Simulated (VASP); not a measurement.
A run of VASP 6.6.1:

POSCAR

```
NbRu
1.0
    3.0531397465      0.0000000000      0.0000000000
    0.0000000000      3.0531397465      0.0000000000
    0.0000000000      0.0000000000      3.3846686410
Nb Ru
1 1
Direct
    0.0000000000      0.0000000000      0.0000000000
    0.5000000000      0.5000000000      0.5000000000
```

The input INCAR.step1:

```
SYSTEM = NbRu
PREC = Accurate
ENCUT = 520
ISMEAR = 0
SIGMA = 0.1
LREAL = .FALSE.
LASPH = .TRUE.
NELM = 100
NBANDS = 20
GGA = PE
ALGO = Normal
EDIFF = 1E-4
LWAVE = .TRUE.
LCHARG = .FALSE.
```

INCAR.step2

```
SYSTEM = NbRu
PREC = Accurate
ENCUT = 520
EDIFF = 1E-6
ISMEAR = 0
SIGMA = 0.1
LREAL = .FALSE.
LASPH = .TRUE.
NELM = 100
ALGO = Normal
ISIF = 2
LWAVE = .FALSE.
LCHARG = .TRUE.
METAGGA = R2SCAN
LMIXTAU = .TRUE.
LELF = .TRUE.
LVHAR = .TRUE.
NBANDS = 20
ISTART = 1
```

Contents of KPOINTS:

```
regular mesh
0
G
  18 18 16
  0 0 0
```

Potentials or basis: VASP PAW PBE potentials, release 64 (Nb_sv, Ru_pv).

The run is started by

```bash
$ cat potpaw_PBE.64/Nb_sv/POTCAR potpaw_PBE.64/Ru_pv/POTCAR > POTCAR
$ cp INCAR.step1 INCAR
$ mpirun -np 1 vasp_std > vasp.out
$ cp INCAR.step2 INCAR
$ mpirun -np 1 vasp_std > vasp.out
```

Hardware: 1 thread of Intel(R) Xeon(R) Platinum 8488C (Sapphire Rapids), with other jobs on the host.

How long does it take, and how much memory?

Run time: 7.1 min on 1 thread of Intel(R) Xeon(R) Platinum 8488C (Sapphire Rapids) (shared host), peak memory 0.4 GiB. Counts: scf iterations 9, k points 495.
